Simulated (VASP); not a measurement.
## Ag (Silver): the relaxed cell at several levels

Which functional gives the lattice of Ag (Silver) as experiment finds it, and is a dearer one worth its cost? The levels: LDA, PBEsol, PBE, r2SCAN, PBE + D3(BJ), r2SCAN + rVV10, PBEsol + D3(BJ) and optB88-vdW. LASPH is on for some levels and off for others; the table marks which. The start is a cell from a database of measured crystal structures.

Main program and level: VASP 6.6.1; LDA; plane waves and PAW (Ag), in the first sound run; inputs show where later runs differ.

The experiments to compare with:

“Chemical Reactivity of Supported ZnO Clusters: Undercoordinated Zinc and Oxygen Atoms as Active Sites” (2020, pmc:7756222) quotes from earlier work for Ag, fcc (literature value): lattice constant a (cubic lattice parameter) 4.0857 Å [literature value quoted in the computational section; measurement temperature not stated …].

**1. The structure**

Before any relaxation, the start is as follows. Symmetry: Fm-3m, No. 225, cubic system. Conventional cell: a = 4.085 Å, b = 4.085 Å, c = 4.085 Å, α = 90.00°, β = 90.00°, γ = 90.00°. Nearest to Ag lie 12 Ag at 2.89 Å.

**2. Relaxation with LDA**

The start need not lie at this functional's minimum. ISIF = 3 frees volume, shape and positions, and EDIFFG sets the threshold on forces and stress at which the search stops. LDA, the lowest rung, knows the local density alone.

Contents of INCAR:

```
SYSTEM = Ag
PREC = Accurate
ENCUT = 520
EDIFF = 1E-06
NELM = 100
ISMEAR = -1
SIGMA = 0.05
LREAL = .FALSE.
ALGO = Normal
GGA = CA
NBANDS = 11
LORBIT = 11
LWAVE = .FALSE.
LCHARG = .FALSE.
KPAR = 2
IBRION = 2
NSW = 60
ISIF = 3
EDIFFG = -0.01
```

Contents of POSCAR:

```
Ag
1.0
    0.0000000000      2.0427500000      2.0427500000
    2.0427500000      0.0000000000      2.0427500000
    2.0427500000      2.0427500000      0.0000000000
Ag
1
Direct
    0.0000000000      0.0000000000      0.0000000000
```

Contents of KPOINTS:

```
Automatic mesh
0
Gamma
8 8 8
0 0 0
```

PAW data sets: Ag (PBE family, release 64).

Started as:

```console
mpirun -np 2 vasp_std
```

Output:

```text
[banner, memory and clock lines left out]
running    2 mpi-ranks, on    1 nodes
 distrk:  each k-point on    1 cores,    2 groups
 distr:  one band on    1 cores,    1 groups

 POSCAR found type information on POSCAR Ag
 POSCAR found :  1 types and       1 ions
|                                                                             |
|               ----> ADVICE to this user running VASP <----                  |
|                                                                             |
|     You enforced a specific xc type in the INCAR file but a different       |
|     [... a line on the potential file left out ...]
|     I HOPE YOU KNOW WHAT YOU ARE DOING!                                     |
|                                                                             |

 LDA part: xc-table for (Slater(with rela. corr.)+CA(PZ))
 , standard interpolation
 POSCAR, INCAR and KPOINTS ok, starting setup
 FFT: planning ... GRIDC
 FFT: planning ... GRID_SOFT
 FFT: planning ... GRID
 WAVECAR not read
 entering main loop
       N       E                     dE             d eps       ncg     rms          rms(c)
DAV:   1     0.476718496802E+02    0.47672E+02   -0.54884E+03   646   0.898E+02
DAV:   2    -0.355820245161E+01   -0.51230E+02   -0.48308E+02   704   0.196E+02
DAV:   3    -0.421352441707E+01   -0.65532E+00   -0.65506E+00   712   0.242E+01
DAV:   4    -0.421542773499E+01   -0.19033E-02   -0.19032E-02   701   0.133E+00
DAV:   5    -0.421544300908E+01   -0.15274E-04   -0.15275E-04   710   0.110E-01    0.594E+00
DAV:   6    -0.378096521997E+01    0.43448E+00   -0.19752E+00   662   0.130E+01    0.318E+00
DAV:   7    -0.377021714957E+01    0.10748E-01   -0.99366E-03   722   0.102E+00    0.181E+00
DAV:   8    -0.376535700467E+01    0.48601E-02   -0.99927E-04   680   0.252E-01    0.741E-02
DAV:   9    -0.376536815491E+01   -0.11150E-04   -0.10497E-05   713   0.235E-02    0.119E-02
DAV:  10    -0.376536750879E+01    0.64612E-06   -0.19404E-06   664   0.109E-02
   1 F= -.37653675E+01 E0= -.37633659E+01  d E =-.376537E+01
 curvature:   0.00 expect dE= 0.000E+00 dE for cont linesearch  0.000E+00
 trial: gam= 0.00000 g(F)=  0.000E+00 g(S)=  0.693E-01 ort = 0.000E+00 (trialstep = 0.100E+01)
 search vector abs. value=  0.693E-01
 bond charge predicted
       N       E                     dE             d eps       ncg     rms          rms(c)
DAV:   1    -0.539899139762E+01   -0.16336E+01   -0.25965E+01   656   0.533E+01    0.857E+00
DAV:   2    -0.380300893686E+01    0.15960E+01   -0.70415E+00   659   0.247E+01    0.160E+00
DAV:   3    -0.377837878616E+01    0.24630E-01   -0.33080E-02   713   0.166E+00    0.979E-01
DAV:   4    -0.376980882342E+01    0.85700E-02   -0.13860E-02   671   0.719E-01    0.831E-02
DAV:   5    -0.376980228897E+01    0.65345E-05   -0.13837E-04   683   0.110E-01    0.547E-02
DAV:   6    -0.376981442176E+01   -0.12133E-04   -0.88186E-06   695   0.248E-02    0.736E-03
DAV:   7    -0.376981485361E+01   -0.43185E-06   -0.31530E-07   443   0.568E-03
   2 F= -.37698149E+01 E0= -.37678180E+01  d E =-.444734E-02
 trial-energy change:   -0.004447  1 .order    0.000088   -0.069289    0.069465
 step:   0.5479(harm=  0.4994)  dis= 0.00000  next Energy=    -3.785097 (dE=-0.197E-01)
 bond charge predicted
       N       E                     dE             d eps       ncg     rms          rms(c)
DAV:   1    -0.410017830708E+01   -0.33036E+00   -0.53596E+00   653   0.255E+01    0.359E+00
DAV:   2    -0.379643191235E+01    0.30375E+00   -0.11055E+00   662   0.102E+01    0.133E+00
DAV:   3    -0.378743613729E+01    0.89958E-02   -0.21832E-02   713   0.135E+00    0.860E-01
DAV:   4    -0.378535561506E+01    0.20805E-02   -0.23809E-03   671   0.412E-01    0.567E-02
DAV:   5    -0.378535994579E+01   -0.43307E-05   -0.11096E-04   707   0.797E-02    0.141E-02
DAV:   6    -0.378536411508E+01   -0.41693E-05   -0.27850E-06   683   0.154E-02    0.111E-03
DAV:   7    -0.378536416496E+01   -0.49878E-07   -0.45338E-08   355   0.183E-03
   3 F= -.37853642E+01 E0= -.37833784E+01  d E =-.199967E-01
 curvature:  -0.25 expect dE=-0.849E-06 dE for cont linesearch -0.849E-06
 trial: gam=-0.00699 g(F)=  0.194E-62 g(S)=  0.343E-05 ort = 0.488E-03 (trialstep = 0.910E+00)
 search vector abs. value=  0.270E-09
 reached required accuracy - stopping structural energy minimisation
```

It took 11 s on 2 MPI ranks of Intel Xeon Platinum 8488C (Sapphire Rapids), shared host; peak memory 0.25 GiB.

Lines that name or quote the potential files are left out of all logs, and their timing lines are given in words.

Parts of OUTCAR (step 2):

```text
ion  position               nearest neighbor table
   1  0.000  0.000  0.000-

  LATTYP: Found a face centered cubic cell.
 ALAT       =     4.0855000000

 Subroutine GETGRP returns: Found 48 space group operations
 (whereof 48 operations were pure point group operations)

The static configuration has the point symmetry O_h .

 Found     29 irreducible k-points:

   k-points           NKPTS =     29   k-points in BZ     NKDIM =     29   number of bands    NBANDS=     11

   dimension x,y,z NGX =    24 NGY =   24 NGZ =   24
   dimension x,y,z NGXF=    48 NGYF=   48 NGZF=   48

   ENCUT  =  520.0 eV  38.22 Ry    6.18 a.u.   5.37  5.37  5.37*2*pi/ulx,y,z

   NELECT =      11.0000    total number of electrons

 k-points in reciprocal lattice and weights: Automatic mesh
   0.00000000  0.00000000  0.00000000       0.002
   0.12500000  0.00000000  0.00000000       0.016
   0.25000000  0.00000000  0.00000000       0.016
   0.37500000  0.00000000  0.00000000       0.016
   0.50000000  0.00000000  0.00000000       0.008
   0.12500000  0.12500000  0.00000000       0.012
   0.25000000  0.12500000  0.00000000       0.047
   0.37500000  0.12500000  0.00000000       0.047
   0.50000000  0.12500000  0.00000000       0.047
[...]
-0.37500000  0.50000000  0.12500000       0.023
  -0.25000000  0.50000000  0.25000000       0.012

 average (electrostatic) potential at core
       1 -70.1284

 E-fermi :   8.6938

 k-point     1 :       0.0000    0.0000    0.0000
  band No.  band energies     occupation
    ...
      2       3.8673      2.00000
      3       3.8673      2.00000
      4       3.8673      2.00000
      5       5.0342      2.00000
      6       5.0342      2.00000
      7      24.9869      0.00000
      8      28.8229      0.00000
      9      28.8229      0.00000
     10      28.8229      0.00000
     11      33.9446      0.00000

 k-point     2 :       0.1250    0.0000    0.0000
  band No.  band energies     occupation
    ...
      2       3.7641      2.00000
      3       3.9984      2.00000
      4       3.9984      2.00000
      5       4.9939      2.00000
      6       4.9939      2.00000
      7      24.7172      0.00000
      8      26.2649      0.00000
      9      29.0843      0.00000
     10      29.0843      0.00000
     11      32.9779      0.00000

 k-point     3 :       0.2500    0.0000    0.0000
  band No.  band energies     occupation
    ...
      2       4.0583      2.00000
      3       4.0911      2.00000
      4       4.0911      2.00000
      5       5.1674      2.00000
      6       5.1674      2.00000
      7      20.3826      0.00000
      8      25.6780      0.00000
      9      29.1288      0.00000
     10      29.1288      0.00000
     11      32.3004      0.00000

  Total       -0.0048711     -0.0048711     -0.0048711     -0.0000000      0.0000000      0.0000000
  in kB       -0.4838563     -0.4838563     -0.4838563     -0.0000000      0.0000000      0.0000000
  external PRESSURE =      -0.4838563 kB  Pullay stress =       0.0000000 kB

  energy-cutoff  :      520.00
  volume of cell :       16.13
      direct lattice vectors                 reciprocal lattice vectors
    -0.000000000  2.005387254  2.005387254    -0.249328402  0.249328402  0.249328402
     2.005387254 -0.000000000  2.005387254     0.249328402 -0.249328402  0.249328402
     2.005387254  2.005387254  0.000000000     0.249328402  0.249328402 -0.249328402

 POSITION                                       TOTAL-FORCE (eV/Angst)
 -----------------------------------------------------------------------------------
      0.00000      0.00000      0.00000         0.000000     -0.000000     -0.000000
 -----------------------------------------------------------------------------------
    total drift:                               -0.000000      0.000000     -0.000000

  FREE ENERGIE OF THE ION-ELECTRON SYSTEM (eV)
  ---------------------------------------------------
  free  energy   TOTEN  =        -3.7853641650 eV

  energy  without entropy=       -3.7813926649  energy(sigma->0) =       -3.78337841

 reached required accuracy - stopping structural energy minimisation

 total charge
# of ion       s       p       d       tot
------------------------------------------
    1        0.434   0.337   9.156   9.927

[... 3 further parts left out ...]
```

CONTCAR:

```
Ag
   1.00000000000000
    -0.0000000000000000    2.0053872538037809    2.0053872538037809
     2.0053872538037809   -0.0000000000000000    2.0053872538037809
     2.0053872538037809    2.0053872538037809    0.0000000000000000
  Ag
     1
Direct
     0.0000000000000000    0.0000000000000000    0.0000000000000000
```

This run has no spin polarisation. Its electron count is odd, so without a moment it is a metal by construction. The k-mesh is coarse for a metal. The PAW data sets were made with PBE, though LDA sets exist; this is a small mismatch. The run keeps the 48 symmetry operations of its start, so it cannot find a distortion of lower symmetry.

The steps of the relaxation:

```tsv
step	energy less that of the first step (eV)	largest force (eV/Å)	pressure (GPa)	volume (Å³)
1	0.0000	0.0000	-6.50	17.05
2	-0.0044	0.0000	7.22	15.40
3	-0.0200	0.0000	-0.05	16.13
```

```tsv
conventional cell, symmetrised	before	after	change
a (Å)	4.085	4.011	-1.8 %
b (Å)	4.085	4.011	-1.8 %
c (Å)	4.085	4.011	-1.8 %
volume (Å³/atom)	17.05	16.13	-5.4 %
```

Final coordinates:

```xyz
1
Lattice="0.0000 2.0054 2.0054 2.0054 0.0000 2.0054 2.0054 2.0054 0.0000" Properties=species:S:1:pos:R:3 pbc="T T T"
Ag    0.0000    0.0000    0.0000
```

Numbers from this step:

```
electrons                       : 11
bands                           : 11
irreducible k-points            : 29
symmetry operations             : 48
free energy (TOTEN)             : -3.785 eV
energy at zero smearing         : -3.783 eV
Fermi energy                    : 8.694 eV
pressure                        : -0.04839 GPa
metallic                        : yes
SCF cycles over all ionic steps : 24
```

It ends with forces that vanish by symmetry and a pressure of -0.05 GPa. The volume lies -5.4 % from that of the database's start, which holds the thermal and zero-point expansion of its experiment. LDA is known to overbind. The conventional cell has a = 4.011 Å.

**3. Relaxation with PBEsol**

This step: PBEsol; plane waves and PAW (Ag) (VASP 6.6.1).

PBEsol restores the gradient expansion of exchange and is tuned for the cells of solids.

INCAR: that of step 2 with these lines changed.

```diff
@@ -9,3 +9,3 @@
 ALGO = Normal
-GGA = CA
+GGA = PS
 NBANDS = 11
```

POSCAR is that of step 2.

KPOINTS is that of step 2.

Started as:

```console
mpirun -np 2 vasp_std
```

Output:

```text
[banner, memory and clock lines left out]
running    2 mpi-ranks, on    1 nodes
 distrk:  each k-point on    1 cores,    2 groups
 distr:  one band on    1 cores,    1 groups

 POSCAR found type information on POSCAR Ag
 POSCAR found :  1 types and       1 ions
 [... a notice as in an earlier step ...]

 LDA part: xc-table for (Slater+PW92), standard interpolation
 POSCAR, INCAR and KPOINTS ok, starting setup
 FFT: planning ... GRIDC
 FFT: planning ... GRID_SOFT
 FFT: planning ... GRID
 WAVECAR not read
 entering main loop
       N       E                     dE             d eps       ncg     rms          rms(c)
DAV:   1     0.481625697974E+02    0.48163E+02   -0.55027E+03   646   0.898E+02
DAV:   2    -0.297076766355E+01   -0.51133E+02   -0.48226E+02   707   0.196E+02
DAV:   3    -0.362024637260E+01   -0.64948E+00   -0.64923E+00   712   0.242E+01
DAV:   4    -0.362212193837E+01   -0.18756E-02   -0.18755E-02   698   0.132E+00
DAV:   5    -0.362213688442E+01   -0.14946E-04   -0.14945E-04   710   0.109E-01    0.561E+00
DAV:   6    -0.329096921380E+01    0.33117E+00   -0.14380E+00   668   0.112E+01    0.337E+00
DAV:   7    -0.328107783828E+01    0.98914E-02   -0.10750E-02   728   0.997E-01    0.191E+00
DAV:   8    -0.327712414997E+01    0.39537E-02   -0.73241E-04   674   0.200E-01    0.872E-02
DAV:   9    -0.327713256473E+01   -0.84148E-05   -0.10266E-05   731   0.257E-02    0.167E-02
DAV:  10    -0.327713462600E+01   -0.20613E-05   -0.23238E-06   680   0.136E-02    0.340E-03
DAV:  11    -0.327713446203E+01    0.16397E-06   -0.63951E-08   364   0.226E-03
   1 F= -.32771345E+01 E0= -.32751365E+01  d E =-.327713E+01
 curvature:   0.00 expect dE= 0.000E+00 dE for cont linesearch  0.000E+00
 trial: gam= 0.00000 g(F)=  0.293E-63 g(S)=  0.789E-02 ort = 0.000E+00 (trialstep = 0.100E+01)
 search vector abs. value=  0.789E-02
 bond charge predicted
       N       E                     dE             d eps       ncg     rms          rms(c)
DAV:   1    -0.345645410471E+01   -0.17932E+00   -0.29252E+00   656   0.182E+01    0.268E+00
DAV:   2    -0.328255061127E+01    0.17390E+00   -0.73673E-01   653   0.797E+00    0.723E-01
DAV:   3    -0.327917906571E+01    0.33715E-02   -0.61449E-03   719   0.685E-01    0.469E-01
DAV:   4    -0.327823812624E+01    0.94094E-03   -0.15237E-03   671   0.285E-01    0.433E-02
DAV:   5    -0.327823282173E+01    0.53045E-05   -0.91104E-06   677   0.266E-02    0.220E-02
DAV:   6    -0.327823496537E+01   -0.21436E-05   -0.79834E-07   686   0.711E-03    0.213E-03
DAV:   7    -0.327823502974E+01   -0.64372E-07   -0.22956E-08   340   0.132E-03
   2 F= -.32782350E+01 E0= -.32762497E+01  d E =-.110057E-02
 trial-energy change:   -0.001101  1 .order   -0.000933   -0.007891    0.006024
 step:   0.5846(harm=  0.5671)  dis= 0.00000  next Energy=    -3.279474 (dE=-0.234E-02)
 bond charge predicted
       N       E                     dE             d eps       ncg     rms          rms(c)
DAV:   1    -0.330963816186E+01   -0.31403E-01   -0.50560E-01   653   0.769E+00    0.111E+00
DAV:   2    -0.328041097921E+01    0.29227E-01   -0.11333E-01   653   0.318E+00    0.364E-01
DAV:   3    -0.327966906371E+01    0.74192E-03   -0.16704E-03   722   0.363E-01    0.241E-01
DAV:   4    -0.327947611598E+01    0.19295E-03   -0.24526E-04   668   0.128E-01    0.989E-03
DAV:   5    -0.327947672849E+01   -0.61251E-06   -0.44048E-06   689   0.182E-02
   3 F= -.32794767E+01 E0= -.32774884E+01  d E =-.234227E-02
 curvature:  -0.28 expect dE=-0.186E-05 dE for cont linesearch -0.186E-05
 trial: gam= 0.00000 g(F)=  0.787E-62 g(S)=  0.656E-05 ort =-0.228E-03 (trialstep = 0.917E+00)
 search vector abs. value=  0.656E-05
 reached required accuracy - stopping structural energy minimisation
```

The job ended after 14 s (2 MPI ranks; peak memory 0.26 GiB).

From OUTCAR (step 3):

```text
The static configuration has the point symmetry O_h .

 Found     29 irreducible k-points:

   NELECT =      11.0000    total number of electrons

 E-fermi :   8.3331

 k-point     1 :       0.0000    0.0000    0.0000
  band No.  band energies     occupation
    ...
      2       3.6755      2.00000
      3       3.6755      2.00000
      4       3.6755      2.00000
      5       4.7615      2.00000
      6       4.7615      2.00000
      7      24.5386      0.00000
      8      28.2307      0.00000
      9      28.2307      0.00000
     10      28.2307      0.00000
     11      33.0990      0.00000

 k-point     2 :       0.1250    0.0000    0.0000
  band No.  band energies     occupation
    ...
      2       3.5805      2.00000
      3       3.7984      2.00000
      4       3.7984      2.00000
      5       4.7247      2.00000
      6       4.7247      2.00000
      7      24.1458      0.00000
      8      25.7220      0.00000
      9      28.4310      0.00000
     10      28.4310      0.00000
     11      32.1776      0.00000

  Total        0.0067340      0.0067340      0.0067340     -0.0000000      0.0000000     -0.0000000
  in kB        0.6455318      0.6455318      0.6455318     -0.0000000      0.0000000     -0.0000000
  external PRESSURE =       0.6455318 kB  Pullay stress =       0.0000000 kB

  energy-cutoff  :      520.00
  volume of cell :       16.71
      direct lattice vectors                 reciprocal lattice vectors
     0.000000000  2.029298438  2.029298438    -0.246390571  0.246390571  0.246390571
     2.029298438  0.000000000  2.029298438     0.246390571 -0.246390571  0.246390571
     2.029298438  2.029298438  0.000000000     0.246390571  0.246390571 -0.246390571

 POSITION                                       TOTAL-FORCE (eV/Angst)
 -----------------------------------------------------------------------------------
      0.00000      0.00000      0.00000         0.000000      0.000000     -0.000000
 -----------------------------------------------------------------------------------
    total drift:                               -0.000000     -0.000000     -0.000000

  FREE ENERGIE OF THE ION-ELECTRON SYSTEM (eV)
  ---------------------------------------------------
  free  energy   TOTEN  =        -3.2794767285 eV

  energy  without entropy=       -3.2754999903  energy(sigma->0) =       -3.27748836

 total charge
# of ion       s       p       d       tot
------------------------------------------
    1        0.426   0.312   9.149   9.887

[... 8 parts as in an earlier step ...]

[... 5 further parts left out ...]
```

CONTCAR:

```
Ag
   1.00000000000000
     0.0000000000000000    2.0292984379190053    2.0292984379190053
     2.0292984379190053    0.0000000000000000    2.0292984379190053
     2.0292984379190053    2.0292984379190053    0.0000000000000000
  Ag
     1
Direct
     0.0000000000000000    0.0000000000000000    0.0000000000000000
```

The PAW data sets were made with PBE, which is usual practice but a small mismatch for other functionals.

Relaxation path:

```tsv
step	energy less that of the first step (eV)	largest force (eV/Å)	pressure (GPa)	volume (Å³)
1	0.0000	0.0000	-2.19	17.05
2	-0.0011	0.0000	1.73	16.48
3	-0.0023	0.0000	0.06	16.71
```

```tsv
conventional cell, symmetrised	before	after	change
a (Å)	4.085	4.059	-0.7 %
b (Å)	4.085	4.059	-0.7 %
c (Å)	4.085	4.059	-0.7 %
volume (Å³/atom)	17.05	16.71	-2.0 %
```

Final coordinates:

```cif
data_structure
_symmetry_space_group_name_H-M 'P 1'
_symmetry_Int_Tables_number 1
_cell_length_a 2.8699
_cell_length_b 2.8699
_cell_length_c 2.8699
_cell_angle_alpha 60.000
_cell_angle_beta 60.000
_cell_angle_gamma 60.000
_cell_volume 16.71
loop_
_atom_site_label
_atom_site_type_symbol
_atom_site_fract_x
_atom_site_fract_y
_atom_site_fract_z
_atom_site_occupancy
Ag1 Ag 0.00000 0.00000 0.00000 1
```

This step gave:

| Property | Result |
| --- | --- |
| free energy (TOTEN) | -3.279 eV |
| energy at zero smearing | -3.277 eV |
| Fermi energy | 8.333 eV |
| pressure | 0.06455 GPa |
| SCF cycles over all ionic steps | 23 |

It ends at 16.71 Å³/atom, -2.0 % from the start, with 0.06 GPa left. The conventional cell has a = 4.059 Å.

(Continued in part 2 of 3.)

[Lines on the potential files, build, host, timing and source positions are cut from VASP's logs without a mark.]

[Logs are printed without paths, hosts, clocks, repeated set-up lines and the standing remarks that a program may print on its own settings, such as how far it seeks lower states.]

[Hosts, paths, dates, database ids (printed as entryN), source tags and the programs' standing remarks are cut or masked in the printed files.]

[A measured line is paired with the nearest computed mode of its activity, which favours agreement.]
